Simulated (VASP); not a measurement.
Input:

```
ZrSi
1.0
    3.66392     0.00000     0.00000
   -1.83196     3.17305     0.00000
    0.00000     0.00000     6.87161
Zr Si
2 2
Direct
  0.00000   0.00000   0.00000
  0.00000   0.00000   0.50000
  0.33333   0.66667   0.25000
  0.66667   0.33333   0.75000
```

These are PBEsol GGA, VASP's PBE PAW potentials (set 64) (plane waves; VASP 6.6.1) values and carry that method's errors. Run with 400 eV cut-off, 11×11×5 Γ-centred mesh, tetrahedra with Blöchl corrections, potentials Zr_sv Si.

The cores are frozen, which limits the accuracy of field gradients.

Task: Give the principal components of the electric field gradient (V/Å²) and the asymmetry η at each nucleus.

Result: 
```tsv
atom	Vxx	Vyy	Vzz	η
Zr1	57.3	57.3	-114.7	0.00
Zr2	57.3	57.3	-114.7	0.00
Si3	8.9	8.9	-17.9	0.00
Si4	8.9	8.9	-17.9	0.00
```

The structure was generated: ZrSi was put into the NiAs type (P6_3/mmc), which need not be its known phase. It was relaxed first, which changed the volume by -28 %.
